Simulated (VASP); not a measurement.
Given:

```xyz
2
Lattice="0.0000 2.9981 2.9981 2.9981 0.0000 2.9981 2.9981 2.9981 0.0000" Properties=species:S:1:pos:R:3 pbc="T T T"
Pb     0.0000     0.0000     0.0000
S      2.9981     2.9981     2.9981
```

The numbers are results of revPBE GGA, VASP's PBE PAW potentials (set 64) (plane waves; VASP), not measurements. Numerical set-up: 520 eV cut-off, 8×8×8 Γ-centred mesh, Gaussian smearing of 0.050 eV, potentials Pb_d S.

Unless said otherwise, spin-orbit coupling is left out, though it shifts the bands of the heavy elements here.

**Question.** Estimate the energy per atom (σ→0), pressure, band gap (on the k-mesh) with the smallest direct gap where there is one.

**Answer.** 
* **band gap (on the k-mesh)**: 0.55 eV
* **smallest direct gap (on the k-mesh)**: 0.55 eV
* **energy per atom (σ→0)**: -4.088 eV/atom
* **pressure**: 1.62 GPa

The absolute energy has meaning only against runs of the same code, potentials and settings.

The compound is PbS in the rock salt structure. This cell is one point of a volume scan, at 0.97 of the reference volume.
